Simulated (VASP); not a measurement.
# YNb (Pm-3m) in VASP: settings compared

The runs below take YNb through band structure, with PBE, PBEsol, RPBE, revPBE, BLYP.

All numbers are computed with VASP 6.6.1; they aren't measurements. Logs are shortened: lines on timing, memory, paths and dates and some standing lists are left out, and cuts for length are marked.

### Step 1. The structure

It takes space group Pm-3m (No. 221, cubic). Conventional cell: a = 3.611 Å, b = 3.611 Å, c = 3.611 Å, α = 90.00°, β = 90.00°, γ = 90.00°. Y (site symmetry m-3m) has 8 Nb at 3.13 Å as nearest neighbours. Nb (site symmetry m-3m) is surrounded by 8 Y at 3.13 Å.

The cell was built by a generator and needn't be a form met in nature.

### Step 2. Band structure, PBE

Contents of POSCAR:

```
YNb
1.0
    3.6114100000      0.0000000000      0.0000000000
    0.0000000000      3.6114100000      0.0000000000
    0.0000000000      0.0000000000      3.6114100000
Y Nb
1 1
Direct
    0.0000000000      0.0000000000      0.0000000000
    0.5000000000      0.5000000000      0.5000000000
```

Contents of INCAR.step1:

```
PREC = Accurate ; ENCUT = 520
EDIFF = 1E-6 ; ISMEAR = -1
SIGMA = 0.05 ; LREAL = False
LASPH = True ; NELM = 100
ALGO = Normal ; ISIF = 2
LWAVE = False ; LCHARG = True
LMAXMIX = 4 ; GGA = PE
```

Contents of KPOINTS.step1:

```
regular mesh
0
Gamma
  7 7 7
```

Contents of INCAR.step2:

```
PREC = Accurate ; ENCUT = 520
EDIFF = 1E-6 ; ISMEAR = 0
SIGMA = 0.05 ; LREAL = False
LASPH = True ; NELM = 100
ALGO = Normal ; ISIF = 2
LWAVE = False ; LCHARG = False
LMAXMIX = 4 ; GGA = PE
ICHARG = 11
```

Contents of KPOINTS.step2:

```
path GXMGRX,MR
10
line-mode
reciprocal
 0.0000000000  0.0000000000  0.0000000000  G
 0.0000000000  0.5000000000  0.0000000000  X

 0.0000000000  0.5000000000  0.0000000000  X
 0.5000000000  0.5000000000  0.0000000000  M

 0.5000000000  0.5000000000  0.0000000000  M
 0.0000000000  0.0000000000  0.0000000000  G

 0.0000000000  0.0000000000  0.0000000000  G
 0.5000000000  0.5000000000  0.5000000000  R

 0.5000000000  0.5000000000  0.5000000000  R
 0.0000000000  0.5000000000  0.0000000000  X

 0.5000000000  0.5000000000  0.0000000000  M
 0.5000000000  0.5000000000  0.5000000000  R
```

Potentials or basis: VASP PAW PBE potentials, release 64 (Y_sv, Nb_sv).

Started as:

```
> cat potpaw_PBE.64/Y_sv/POTCAR potpaw_PBE.64/Nb_sv/POTCAR > POTCAR
> cp INCAR.step1 INCAR
> cp KPOINTS.step1 KPOINTS
> mpirun -np 1 vasp_std > vasp.out
> cp INCAR.step2 INCAR
> cp KPOINTS.step2 KPOINTS
> mpirun -np 1 vasp_std > vasp.out
```

OUTCAR:

```text
PREC = Accurate
   ENCUT = 520
   EDIFF = 1E-6
   ISMEAR = 0
   LREAL = False
   LASPH = True
   NELM = 100
   ISIF = 2
   GGA = PE
   ICHARG = 11

 ion  position               nearest neighbor table
   1  0.000  0.000  0.000-   2 3.13   2 3.13   2 3.13   2 3.13   2 3.13   2 3.13   2 3.13   2 3.13

   2  0.500  0.500  0.500-   1 3.13   1 3.13   1 3.13   1 3.13   1 3.13   1 3.13   1 3.13   1 3.13

  LATTYP: Found a simple cubic cell.
 ALAT       =     3.6114100000

  Lattice vectors:

 A1 = (   3.6114100000,   0.0000000000,   0.0000000000)
 A2 = (   0.0000000000,   3.6114100000,   0.0000000000)
 A3 = (   0.0000000000,   0.0000000000,   3.6114100000)

Analysis of symmetry for initial positions (statically):
=====================================================================
 Subroutine PRICEL returns:
 Original cell was already a primitive cell.

 Routine SETGRP: Setting up the symmetry group for a
 simple cubic supercell.

 Subroutine GETGRP returns: Found 48 space group operations
 (whereof 48 operations were pure point group operations)
 out of a pool of 48 trial point group operations.

The static configuration has the point symmetry O_h .

Analysis of symmetry for dynamics (positions and initial velocities):
=====================================================================
 Subroutine PRICEL returns:
 Original cell was already a primitive cell.

 Routine SETGRP: Setting up the symmetry group for a
 simple cubic supercell.

 Subroutine GETGRP returns: Found 48 space group operations
 (whereof 48 operations were pure point group operations)
 out of a pool of 48 trial point group operations.

The dynamic configuration has the point symmetry O_h .

 Subroutine INISYM returns: Found 48 space group operations
 (whereof 48 operations are pure point group operations),
 and found     1 'primitive' translations

----------------------------------------------------------------------------------------

                                     Primitive cell

  volume of cell :      47.1010

  direct lattice vectors                    reciprocal lattice vectors
     3.611410000  0.000000000  0.000000000     0.276900158  0.000000000  0.000000000
     0.000000000  3.611410000  0.000000000     0.000000000  0.276900158  0.000000000
     0.000000000  0.000000000  3.611410000     0.000000000  0.000000000  0.276900158

  length of vectors
     3.611410000  3.611410000  3.611410000     0.276900158  0.276900158  0.276900158

  position of ions in fractional coordinates (direct lattice)
     0.000000000  0.000000000  0.000000000
     0.500000000  0.500000000  0.500000000

  ion indices of the primitive-cell ions
   primitive index   ion index
                 1           1
                 2           2

----------------------------------------------------------------------------------------

 KPOINTS: path GXMGRX,MR

Interpolating k-points between supplied coordinates.

 Line segments in fractional coordinates (reciprocal lattice):
    0.000000  0.000000  0.000000  ...  0.000000  0.500000  0.000000
    0.000000  0.500000  0.000000  ...  0.500000  0.500000  0.000000
    0.500000  0.500000  0.000000  ...  0.000000  0.000000  0.000000
    0.000000  0.000000  0.000000  ...  0.500000  0.500000  0.500000
    0.500000  0.500000  0.500000  ...  0.000000  0.500000  0.000000
    0.500000  0.500000  0.000000  ...  0.500000  0.500000  0.500000

 Generated    10 points on each line segment, for a total of     60 k-points:

 Following reciprocal coordinates:
            Coordinates               Weight
  0.000000  0.000000  0.000000      0.016667
  0.000000  0.055556  0.000000      0.016667
  0.000000  0.111111  0.000000      0.016667
  0.000000  0.166667  0.000000      0.016667
  0.000000  0.222222  0.000000      0.016667
  0.000000  0.277778  0.000000      0.016667
[... 16 lines left out ...]
  0.388889  0.388889  0.000000      0.016667
  0.333333  0.333333  0.000000      0.016667
 [... further k-points ...]
   k-points           NKPTS =     60   k-points in BZ     NKDIM =     60   number of bands    NBANDS=     16
   number of dos      NEDOS =    301   number of ions     NIONS =      2
   total plane-waves  NPLWV =  21952
   dimension x,y,z NGX =    28 NGY =   28 NGZ =   28
   dimension x,y,z NGXF=    56 NGYF=   56 NGZF=   56
   ions per type =               1   1
   NGX,Y,Z   is equivalent  to a cutoff of  12.89, 12.89, 12.89 a.u.
   NGXF,Y,Z  is equivalent  to a cutoff of  25.78, 25.78, 25.78 a.u.
 SYSTEM =  unknown system
   PREC   = accura    normal or accurate (medium, high low for compatibility)
   ISTART =      0    job   : 0-new  1-cont  2-samecut
   ICHARG =     11    charge: 1-file 2-atom 10-const
   ISPIN  =      1    spin polarized calculation?
   LNONCOLLINEAR =      F non collinear calculations
   LSORBIT =      F    spin-orbit coupling
   LASPH  =      T    aspherical Exc in radial PAW
   ENCUT  =  520.0 eV  38.22 Ry    6.18 a.u.   6.71  6.71  6.71*2*pi/ulx,y,z
   NELM   =    100;   NELMIN=  2; NELMDL=  0     # of ELM steps
   EDIFF  = 0.1E-05   stopping-criterion for ELM
   LREAL  =      F    real-space projection
   EDIFFG = 0.1E-04   stopping-criterion for IOM
   NSW    =      0    number of steps for IOM
   IBRION =     -1    ionic relax: 0-MD 1-quasi-New 2-CG
   NFREE  =      0    steps in history (QN), initial steepest desc. (CG)
   ISIF   =      2    stress and relaxation
   ISYM   =      2    0-nonsym 1-usesym 2-fastsym
   POTIM  = 0.5000    time-step for ionic-motion
   TEBEG  =    0.0;   TEEND  =   0.0 temperature during run
   PSTRESS=    0.0 pullay stress
   NELECT =      24.0000    total number of electrons
   NUPDOWN=      -1.0000    fix difference up-down
   EMIN   =  10.00;   EMAX   =-10.00  energy-range for DOS
   EFERMI =   0.00;   METHOD = LEGACY
   ISMEAR =     0;   SIGMA  =   0.05  broadening in eV -4-tet -1-fermi 0-gaus
   EFERMI_NEDOS =   21; number of points for ismear=-14 and -15
   IALGO  =     38    algorithm
   IMIX   =      4    mixing-type and parameters
     AMIX     =   0.40;   BMIX     =  1.00
     AMIX_MAG =   1.60;   BMIX_MAG =  1.00
  volume/ion in A,a.u.               =      23.55       158.93
  Fermi-wavevector in a.u.,A,eV,Ry     =   1.307581  2.470969 23.262791  1.709767
  Thomas-Fermi vector in A             =   2.438306
   LORBIT       =      0    0 simple, 1 ext, 2 COOP (PROOUT), +10 PAW based schemes
   GGA     = PE    functional components
   LHFCALC =     F    Hartree Fock is set to
   AEXX    =    0.0000 exact exchange contribution
   IVDW    =     0    specifies the selected vdW correction
   LEPSILON=     F    determine dielectric tensor
   LRPA    =     F    only Hartree local field effects (RPA)
 non-spin polarized calculation
 Gauss-broadening in eV      SIGMA  =   0.05
  energy-cutoff  :      520.00
  volume of cell :       47.10
 maximum number of plane-waves:      1328
 NGX is ok and might be reduce to    28

 number of electron      23.9999998 magnetization

 Free energy of the ion-electron system (eV)
  ---------------------------------------------------
  ext. energy  EPLUGINS =         0.00000000
  ---------------------------------------------------
  free energy    TOTEN  =       -16.13274105 eV

  energy without entropy =      -16.13214190  energy(sigma->0) =      -16.13244148

 E-fermi :   6.3987     XC(G=0): -10.9613

 val. band max:        6.3566575610   @ k =   0.2222   0.5000   0.0000
 cond. band min:       6.4542278237   @ k =   0.5000   0.5000   0.3889
 fundamental gap:      0.0975702628
 Fermi energy:         6.3986923150

 k-point     1 :       0.0000    0.0000    0.0000
  band No.  band energies     occupation
      1     -48.2818      2.00000
      2     -35.2042      2.00000
      3     -24.3099      2.00000
      4     -24.3099      2.00000
      5     -24.3099      2.00000
      6     -15.1304      2.00000
[... 8 lines left out ...]
     15      10.1541      0.00000
     16      10.1541      0.00000

 k-point     2 :       0.0000    0.0556    0.0000
  band No.  band energies     occupation
      1     -48.2816      2.00000
      2     -35.2036      2.00000
      3     -24.3125      2.00000
      4     -24.3094      2.00000
      5     -24.3094      2.00000
      6     -15.1413      2.00000
[... 8 lines left out ...]
     15      10.0690      0.00000
     16      10.1786      0.00000

 k-point     3 :       0.0000    0.1111    0.0000
  band No.  band energies     occupation
      1     -48.2811      2.00000
      2     -35.2021      2.00000
      3     -24.3201      2.00000
      4     -24.3082      2.00000
      5     -24.3082      2.00000
      6     -15.1727      2.00000
[... 8 lines left out ...]
     15       9.8273      0.00000
     16      10.2452      0.00000

 k-point     4 :       0.0000    0.1667    0.0000
  band No.  band energies     occupation
      1     -48.2802      2.00000
      2     -35.1998      2.00000
      3     -24.3317      2.00000
      4     -24.3064      2.00000
      5     -24.3064      2.00000
      6     -15.2205      2.00000
[... 8 lines left out ...]
     15       9.4636      0.00000
     16      10.3272      0.00000
[... 324 lines left out ...]
 k-point    22 :       0.4444    0.4444    0.0000
  band No.  band energies     occupation
      1     -48.2702      2.00000
      2     -35.1642      2.00000
      3     -24.4039      2.00000
      4     -24.4026      2.00000
      5     -24.2869      2.00000
      6     -15.3871      2.00000
[... 8 lines left out ...]
     15       9.2162      0.00000
     16       9.3852      0.00000

 k-point    23 :       0.3889    0.3889    0.0000
  band No.  band energies     occupation
      1     -48.2713      2.00000
      2     -35.1683      2.00000
      3     -24.3955      2.00000
      4     -24.3907      2.00000
      5     -24.2886      2.00000
      6     -15.3777      2.00000
[... 8 lines left out ...]
     15       9.1285      0.00000
     16       9.8152      0.00000

 k-point    24 :       0.3333    0.3333    0.0000
  band No.  band energies     occupation
      1     -48.2728      2.00000
      2     -35.1744      2.00000
      3     -24.3826      2.00000
      4     -24.3738      2.00000
      5     -24.2914      2.00000
      6     -15.3582      2.00000
[... 8 lines left out ...]
     15       8.8632      0.00000
     16       9.9120      0.00000

 [... further k-points ...]

------------------------ aborting loop because EDIFF is reached ----------------------------------------

  FORCE on cell =-STRESS in cart. coord.  units (eV):
  Direction    XX          YY          ZZ          XY          YZ          ZX
  --------------------------------------------------------------------------------------
  -------------------------------------------------------------------------------------
  Total       -1.9999084     -1.9999084     -1.9999084      0.0000000      0.0000000      0.0000000
  in kB      -68.0284053    -68.0284053    -68.0284053      0.0000000      0.0000000      0.0000000
  external PRESSURE =     -68.0284053 kB  Pullay stress =       0.0000000 kB

 VOLUME and BASIS-vectors are now :
 -----------------------------------------------------------------------------
  energy-cutoff  :      520.00
  volume of cell :       47.10
      direct lattice vectors                 reciprocal lattice vectors
     3.611410000  0.000000000  0.000000000     0.276900158  0.000000000  0.000000000
     0.000000000  3.611410000  0.000000000     0.000000000  0.276900158  0.000000000
     0.000000000  0.000000000  3.611410000     0.000000000  0.000000000  0.276900158

 POSITION                                       TOTAL-FORCE (eV/Angst)
 -----------------------------------------------------------------------------------
      0.00000      0.00000      0.00000         0.000000      0.000000      0.000000
      1.80570      1.80570      1.80570         0.000000      0.000000      0.000000
 -----------------------------------------------------------------------------------
    total drift:                                0.000000      0.000000      0.000000

  FREE ENERGIE OF THE ION-ELECTRON SYSTEM (eV)
  ---------------------------------------------------
  free  energy   TOTEN  =       -16.1327410536 eV

  energy  without entropy=      -16.1321419007  energy(sigma->0) =      -16.13244148
```

Run time: 19 s. Hardware: 1 thread of Intel Xeon 6975P-C (Granite Rapids), shared host; peak memory 0.19 GiB.

What came out:

```
Band gap along the path : none (metal or under the smearing width)
```

Levels at the corners of the path, in eV from the Fermi level:
| point | band 8 | band 9 | band 10 | band 11 | band 12 | band 13 | band 14 | band 15 | band 16 |
| --- | --- | --- | --- | --- | --- | --- | --- | --- | --- |
| Γ | -21.46 | -5.18 | -2.42 | -2.42 | 0.89 | 0.89 | 0.89 | 3.82 | 3.82 |
| X | -21.46 | -2.16 | -1.94 | -0.88 | 0.68 | 0.68 | 0.78 | 1.67 | 2.62 |
| X | -21.46 | -2.16 | -1.94 | -0.88 | 0.68 | 0.68 | 0.78 | 1.67 | 2.62 |
| M | -21.42 | -2.76 | -2.52 | -0.66 | -0.66 | 1.82 | 1.82 | 2.71 | 2.83 |
| M | -21.42 | -2.76 | -2.52 | -0.66 | -0.66 | 1.82 | 1.82 | 2.71 | 2.83 |
| Γ | -21.46 | -5.18 | -2.42 | -2.42 | 0.89 | 0.89 | 0.89 | 3.82 | 3.82 |
| Γ | -21.46 | -5.18 | -2.42 | -2.42 | 0.89 | 0.89 | 0.89 | 3.82 | 3.82 |
| R | -21.74 | -0.63 | -0.63 | -0.63 | -0.14 | -0.14 | -0.14 | 2.80 | 2.80 |
| R | -21.74 | -0.63 | -0.63 | -0.63 | -0.14 | -0.14 | -0.14 | 2.80 | 2.80 |
| X | -21.46 | -2.16 | -1.94 | -0.88 | 0.68 | 0.68 | 0.78 | 1.67 | 2.62 |
| M | -21.42 | -2.76 | -2.52 | -0.66 | -0.66 | 1.82 | 1.82 | 2.71 | 2.83 |
| R | -21.74 | -0.63 | -0.63 | -0.63 | -0.14 | -0.14 | -0.14 | 2.80 | 2.80 |

Caveat: the log is that of the step along the path at fixed density, whose energy, stress, charges and moments have no meaning.

### Step 3. Band structure, PBEsol

POSCAR is that of step 2.

INCAR.step1: that of step 2 with these lines changed.

```diff
@@ -6,2 +6,2 @@
 LWAVE = False ; LCHARG = True
-LMAXMIX = 4 ; GGA = PE
+LMAXMIX = 4 ; GGA = PS
```

KPOINTS.step1 is that of step 2.

INCAR.step2: that of step 2 with these lines changed.

```diff
@@ -6,3 +6,3 @@
 LWAVE = False ; LCHARG = False
-LMAXMIX = 4 ; GGA = PE
+LMAXMIX = 4 ; GGA = PS
 ICHARG = 11
```

KPOINTS.step2 is that of step 2.

Potentials or basis: VASP PAW PBE potentials, release 64 (Y_sv, Nb_sv).

Started as:

```
> cat potpaw_PBE.64/Y_sv/POTCAR potpaw_PBE.64/Nb_sv/POTCAR > POTCAR
> cp INCAR.step1 INCAR
> cp KPOINTS.step1 KPOINTS
> mpirun -np 1 vasp_std > vasp.out
> cp INCAR.step2 INCAR
> cp KPOINTS.step2 KPOINTS
> mpirun -np 1 vasp_std > vasp.out
```

Wall time 20 s (1 thread of Intel Xeon 6975P-C (Granite Rapids), shared host); peak memory 0.19 GiB.

Results (log left out):

- Band gap along the path: none (metal or under the smearing width)

Levels at the corners of the path, in eV from the Fermi level:
| point | band 10 | band 11 | band 12 | band 13 | band 14 | band 15 |
| --- | --- | --- | --- | --- | --- | --- |
| Γ | -2.42 | -2.42 | 0.88 | 0.88 | 0.88 | 3.83 |
| X | -1.96 | -0.88 | 0.69 | 0.69 | 0.78 | 1.67 |
| X | -1.96 | -0.88 | 0.69 | 0.69 | 0.78 | 1.67 |
| M | -2.53 | -0.66 | -0.66 | 1.83 | 1.83 | 2.72 |
| M | -2.53 | -0.66 | -0.66 | 1.83 | 1.83 | 2.72 |
| Γ | -2.42 | -2.42 | 0.88 | 0.88 | 0.88 | 3.83 |
| Γ | -2.42 | -2.42 | 0.88 | 0.88 | 0.88 | 3.83 |
| R | -0.63 | -0.63 | -0.15 | -0.15 | -0.15 | 2.81 |
| R | -0.63 | -0.63 | -0.15 | -0.15 | -0.15 | 2.81 |
| X | -1.96 | -0.88 | 0.69 | 0.69 | 0.78 | 1.67 |
| M | -2.53 | -0.66 | -0.66 | 1.83 | 1.83 | 2.72 |
| R | -0.63 | -0.63 | -0.15 | -0.15 | -0.15 | 2.81 |

Caveat: the log is that of the step along the path at fixed density, whose energy, stress, charges and moments have no meaning; the PAW data sets were made with another functional, which shifts forces and pressure a little.

### Step 4. Band structure, RPBE

POSCAR is that of step 3.

INCAR.step1: that of step 3 with these lines changed.

```diff
@@ -6,2 +6,2 @@
 LWAVE = False ; LCHARG = True
-LMAXMIX = 4 ; GGA = PS
+LMAXMIX = 4 ; GGA = RP
```

KPOINTS.step1 is that of step 3.

INCAR.step2: that of step 3 with these lines changed.

```diff
@@ -6,3 +6,3 @@
 LWAVE = False ; LCHARG = False
-LMAXMIX = 4 ; GGA = PS
+LMAXMIX = 4 ; GGA = RP
 ICHARG = 11
```

KPOINTS.step2 is that of step 3.

Started as:

```
> cat potpaw_PBE.64/Y_sv/POTCAR potpaw_PBE.64/Nb_sv/POTCAR > POTCAR
> cp INCAR.step1 INCAR
> cp KPOINTS.step1 KPOINTS
> mpirun -np 1 vasp_std > vasp.out
> cp INCAR.step2 INCAR
> cp KPOINTS.step2 KPOINTS
> mpirun -np 1 vasp_std > vasp.out
```

Wall time 22 s (1 thread of Intel Xeon 6975P-C (Granite Rapids), shared host); peak memory 0.19 GiB.

Results (log left out):

```yaml
Band_gap_along_the_path: none (metal or under the smearing width)
```

Levels at the corners of the path, in eV from the Fermi level:
```
point  band 9  band 10  band 11  band 12  band 13  band 14  band 15  band 16
    Γ   -5.17    -2.42    -2.42     0.89     0.89     0.89     3.83     3.83
    X   -2.17    -1.94    -0.89     0.68     0.68     0.79     1.67     2.63
    X   -2.17    -1.94    -0.89     0.68     0.68     0.79     1.67     2.63
    M   -2.76    -2.51    -0.65    -0.65     1.80     1.80     2.71     2.84
    M   -2.76    -2.51    -0.65    -0.65     1.80     1.80     2.71     2.84
    Γ   -5.17    -2.42    -2.42     0.89     0.89     0.89     3.83     3.83
    Γ   -5.17    -2.42    -2.42     0.89     0.89     0.89     3.83     3.83
    R   -0.64    -0.64    -0.64    -0.14    -0.14    -0.14     2.80     2.80
    R   -0.64    -0.64    -0.64    -0.14    -0.14    -0.14     2.80     2.80
    X   -2.17    -1.94    -0.89     0.68     0.68     0.79     1.67     2.63
    M   -2.76    -2.51    -0.65    -0.65     1.80     1.80     2.71     2.84
    R   -0.64    -0.64    -0.64    -0.14    -0.14    -0.14     2.80     2.80
```

Caveat: the log is that of the step along the path at fixed density, whose energy, stress, charges and moments have no meaning; the PAW data sets were made with another functional, which shifts forces and pressure a little.

(Part 1 of 2 ends here.)
